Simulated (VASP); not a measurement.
AgBr (rock salt), at 0.96 of the tabulated volume:

```yaml
crystal:
  lattice:
    - [0.00000, 2.84601, 2.84601]
    - [2.84601, 0.00000, 2.84601]
    - [2.84601, 2.84601, 0.00000]
  atoms:
    - { symbol: Ag, position: [0.00000, 0.00000, 0.00000] }
    - { symbol: Br, position: [0.50000, 0.50000, 0.50000] }
```

The lowest empty band near Γ, direction [111], from PBE with spin-orbit coupling in VASP (PAW); its two spin partners are averaged. The gap over the points computed is 0.58 eV, and the next band on that side lies 9.21 eV away at the edge.

Settings: 400 eV cut-off, 9×9×9 Γ-centred mesh, Gaussian smearing of 0.050 eV, potentials Ag Br.

```json
[
 {"distance from the edge in k (1/Å)": "0.018", "distance in energy (meV)": "6.5"},
 {"distance from the edge in k (1/Å)": "0.025", "distance in energy (meV)": "12.5"},
 {"distance from the edge in k (1/Å)": "0.035", "distance in energy (meV)": "24.5"},
 {"distance from the edge in k (1/Å)": "0.050", "distance in energy (meV)": "49.5"},
 {"distance from the edge in k (1/Å)": "0.070", "distance in energy (meV)": "95.4"}
]
```

### Question
Fit E(1 + αE) = ħ²k²/2m* (ħ²/2m0 = 3.810 eV Å²) and predict the row at 0.095 1/Å.

### Answer
Least squares on the energies gives the electron mass m* = 0.189 m0 and α = 0.37 per eV, and so 171.1 meV. The run gave 171.3 meV, +0.2 meV from the fit.

Left out are points under 3 meV from the edge, since the levels carry 0.1 meV, and points farther than half the way to the next band.

The compound is AgBr in the rock salt structure. The cell was not relaxed at this level.
